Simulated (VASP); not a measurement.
HfGe, 2 atoms in the cell. The structure is tetragonal, space group P4/mmm (No. 123). Conventional cell: a = 3.220 Å, b = 3.220 Å, c = 4.108 Å, α = 90.00°, β = 90.00°, γ = 90.00°. Hf (site symmetry 4/mmm) has 4 Ge at 2.28 Å as nearest neighbours. Ge (site symmetry 4/mmm) is surrounded by 4 Hf at 2.28 Å. The cell was built by a generator and needn't be a form met in nature.

- Program: VASP 6.6.1
- Task: relaxation of cell and atoms
- Functional: PBE
- Potentials or basis: VASP PAW PBE potentials, release 64 (Hf_pv, Ge_d)
- Cutoff: 900 eV
- k mesh: 8 × 8 × 7
- Occupations: fermi-dirac, width 0.05 eV
- Spin: no spin polarisation
- Further INCAR settings: ALGO = Fast; EDIFF = 1e-06; IBRION = 2; EDIFFG = -0.005; NSW = 40; ISIF = 3

Potentials or basis: VASP PAW PBE potentials, release 64 (Hf_pv, Ge_d).

Run with:

```sh
$ cat potpaw_PBE.64/Hf_pv/POTCAR potpaw_PBE.64/Ge_d/POTCAR > POTCAR
$ mpirun -np 1 vasp_std > vasp.out
```

Hardware: 1 thread of Intel(R) Xeon(R) 6975P-C (Granite Rapids), on a shared host.

Q: How long does it take, and how much memory?

A: Wall time 29 min on 1 thread of Intel(R) Xeon(R) 6975P-C (Granite Rapids), on a shared host, peak memory 0.3 GiB. Counts: scf iterations 520, k points 60, ion steps 31.
